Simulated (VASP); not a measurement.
Energy against volume of CdS (zinc blende). Level of theory: PBEsol GGA, VASP's PBE PAW potentials (set 64) (plane waves; VASP). Numerical set-up: 520 eV cut-off, 8×8×8 Γ-centred mesh, Gaussian smearing of 0.050 eV, potentials Cd S.

```
V (Å³/atom)  E (eV/atom)
-----------  -----------
24.110          -3.40212
24.856          -3.40679
25.601          -3.40286
26.347          -3.39169
```

### Question
Fit these four points and predict the energy of the run at 23.364 Å³/atom.

### Answer
A cubic in V^(−2/3), the third-order Birch-Murnaghan form, passes through the four points with V0 = 24.87 Å³/atom and B0 = 61 GPa, and gives -3.3872 eV/atom there. The run gave -3.3873 eV/atom, -0.1 meV/atom from the fit; all five points give B0 = 61 GPa.

The compound is CdS in the zinc blende structure, a metastable form; wurtzite is the usual one. It was relaxed first.
